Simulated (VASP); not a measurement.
Crystal: Y.

```xyz
2
Lattice="3.6000 0.0000 0.0000 -1.8000 3.1177 0.0000 0.0000 0.0000 5.6200" Properties=species:S:1:pos:R:3 pbc="T T T"
Y     0.0000    2.0785    1.4050
Y     1.8000    1.0392    4.2150
```

The cell was built by a generator and needn't be a form met in nature.

* Program: VASP 6.6.1
* Task: relaxation of cell and atoms
* Functional: PBE
* Potentials or basis: VASP PAW PBE potentials, release 64 (Y_sv)
* Cutoff: 600 eV
* k mesh: 14 × 14 × 8
* Occupations: methfessel-paxton, width 0.1 eV
* Spin: no spin polarisation

At the start: pressure 1.6 GPa; volume 31.54 Å³/atom.

**Question.** How do energy, volume and symmetry change on relaxing?

**Answer.** Over 8 steps the energy falls by 6.1 meV/atom and the volume is 32.73 Å³/atom (+3.8 %); space group P6_3/mmc (No. 194, to 0.05 Å).

The path:
```
step  energy change (eV)  largest force (eV/Å)  pressure (GPa)  volume (Å³)
   1              0.0000                0.0000            1.61        63.08
   2             -0.0115                0.0000           -0.34        66.01
   3             -0.0121                0.0000           -0.01        65.49
   4             -0.0121                0.0000           -0.06        65.54
   5             -0.0121                0.0000            0.03        65.42
   6             -0.0121                0.0000            0.06        65.38
   7             -0.0122                0.0000            0.04        65.40
   8             -0.0122                0.0000            0.02        65.46
```

Final structure:
```xyz
2
Lattice="3.6533 0.0000 0.0000 -1.8266 3.1638 0.0000 0.0000 0.0000 5.6632" Properties=species:S:1:pos:R:3 pbc="T T T"
Y     0.0000    2.1092    1.4158
Y     1.8266    1.0546    4.2474
```
